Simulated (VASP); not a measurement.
Input for VASP

**KPOINTS**
```
kpoints
0
G
 8 8 4
0 0 0
```

**INCAR**
```
NSW  =  30   # most ionic steps
LREAL  =  .FALSE.   # projection in real space or not
PREC  =  Accurate
SIGMA  =  0.05   # width (eV)
LCHARG  =  .FALSE.
GGA  =  RP
ENCUT  =  520
SYSTEM  =  ZnO
EDIFF  =  1E-7
ISIF  =  4
IBRION  =  2   # conjugate gradients
LWAVE  =  .FALSE.
NELM  =  100   # most electronic steps
EDIFFG  =  -0.01   # ionic stop
LMAXMIX  =  4   # l cut-off of mixed one-centre charges
LASPH  =  .TRUE.   # aspherical one-centre terms
ALGO  =  Normal   # blocked Davidson
ISMEAR  =  0
```

### POSCAR
```
ZnO
1
    1.6466583436    -2.8520963777     0.0000000000
    1.6466583436     2.8520963777     0.0000000000
    0.0000000000     0.0000000000     5.3130736912
Zn O
2 2
Direct
  0.6666670000   0.3333330000   0.5010504122
  0.3333330000   0.6666670000   0.0010504122
  0.6666670000   0.3333330000   0.8809495878
  0.3333330000   0.6666670000   0.3809495878
```

POTCAR, in this order: Zn O (PBE.64 set). Program: vasp_std.

Task: Write an equivalent input for Quantum ESPRESSO's pw.x.

Result: One equivalent input (not run):
```
&CONTROL
  calculation = 'vc-relax'
  pseudo_dir = './pseudo'
  outdir = './out'
  tprnfor = .true.
  tstress = .true.
  nstep = 30
  forc_conv_thr = 0.00039
/
&SYSTEM
  ibrav = 0
  nat = 4
  ntyp = 2
  ecutwfc = 84
  occupations = 'smearing'
  smearing = 'gaussian'
  degauss = 0.003675
  input_dft = 'rpbe'
/
&ELECTRONS
  conv_thr = 7.3e-09
  electron_maxstep = 100
/
&IONS
/
&CELL
  cell_dofree = 'shape'
/
ATOMIC_SPECIES
  Zn 65.380 Zn.upf
  O 15.999 O.upf
CELL_PARAMETERS angstrom
     1.6466583   -2.8520964    0.0000000
     1.6466583    2.8520964    0.0000000
     0.0000000    0.0000000    5.3130737
ATOMIC_POSITIONS crystal
  Zn   0.6666670  0.3333330  0.5010504
  Zn   0.3333330  0.6666670  0.0010504
  O    0.6666670  0.3333330  0.8809496
  O    0.3333330  0.6666670  0.3809496
K_POINTS automatic
  8 8 4 0 0 0
```
The two are equivalent in intent, not identical: the potentials are each code's own (VASP's PAW set, PseudoDojo norm-conserving files in pw.x), so ENCUT and ecutwfc are chosen apart and not converted; conv_thr bounds pw.x's estimated SCF error, while EDIFF bounds the energy change between steps; forc_conv_thr acts on force components and is met together with etot_conv_thr.

The compound is ZnO in the wurtzite structure. This cell is one point of a volume scan, at 0.97 of the reference volume. Symmetry was kept, so distortions that lower it aren't found.
